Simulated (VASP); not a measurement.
Consider the following.

```
CELL_PARAMETERS angstrom
      0.00000     3.20184     3.20184
      3.20184     0.00000     3.20184
      3.20184     3.20184     0.00000
ATOMIC_POSITIONS crystal
  Ba 0.00000 0.00000 0.00000
  S  0.50000 0.50000 0.50000
```

Computed with rev-vdW-DF2, VASP's PBE PAW potentials (set 64) (plane waves; VASP 6.6.1). Run with 520 eV cut-off, 7×7×7 Γ-centred mesh, Gaussian smearing of 0.050 eV, potentials Ba_sv S.

Task: Predict the energy per atom (σ→0).

Result: 
The energy per atom (σ→0) is -3.575 eV/atom.

Total energies compare only between runs with the same potentials, cut-off and functional.

The compound is BaS in the rock salt structure. It was relaxed first.
